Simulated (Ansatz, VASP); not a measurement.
SiPb in VASP and in Ansatz

The input INCAR:

```
SYSTEM = SiPb
ALGO = Normal
EDIFF = 1E-7
ENCUT = 520
GGA = PS
ISIF = 2
ISMEAR = -1
LASPH = .True.
LCHARG = .False.
LREAL = .False.
LWAVE = .False.
NBANDS = 16
NELM = 80
PREC = Accurate
SIGMA = 0.08
```

The input KPOINTS:

```
k-points
0
Gamma
  11 11 11
  0 0 0
```

POSCAR

```
SiPb
1.0
    3.4818723644      0.0000000000      0.0000000000
    0.0000000000      3.4818723644      0.0000000000
    0.0000000000      0.0000000000      3.4818723644
Pb Si
1 1
Direct
    0.0000000000      0.0000000000      0.0000000000
    0.5000000000      0.5000000000      0.5000000000
```

Input for Ansatz:

```yaml
crystal:
  lattice:
    - [3.4818723644, 0.0, 0.0]
    - [0.0, 3.4818723644, 0.0]
    - [0.0, 0.0, 3.4818723644]
  atoms:
    - { symbol: Pb, position: [0.0, 0.0, 0.0] }
    - { symbol: Si, position: [0.5, 0.5, 0.5] }
kpoints:
  mp_grid: { grid: [11, 11, 11] }
scf:
  occupations: { method: fermi_dirac, width: 0.08 }
hamiltonian:
  xc: pbesol
  pseudopotentials: { kind: all_electron, lapw: { basis_error: 0.001 } }
output:
  forces: true
  stress: true
  eigenvalues: true
  populations: true
```

Change from the starting cell: volume scaled by 0.92, LAPW.

Alike in both runs: task single point; functional PBEsol; k mesh 11 × 11 × 11; occupations fermi-dirac, width 0.08 eV; no spin polarisation.

```csv
,VASP,Ansatz
version,VASP 6.6.1,Ansatz 0.2.0
potentials or method,"VASP PAW PBE potentials, release 64 (Pb_d, Si)","all-electron LAPW, scalar-relativistic"
plane-wave cutoff (eV),520,see its input
```

|  | VASP | Ansatz | Ansatz less VASP |
| --- | --- | --- | --- |
| pressure (GPa) | 6.2 | 6.2 | +0.02 |

Ansatz ran all-electron here, so the differences hold the error of VASP's frozen core and of both bases.

Caveats: the PAW data sets were made with another functional, which shifts forces and pressure a little (VASP). The runs have no spin-orbit coupling, so splittings on Pb are missing.
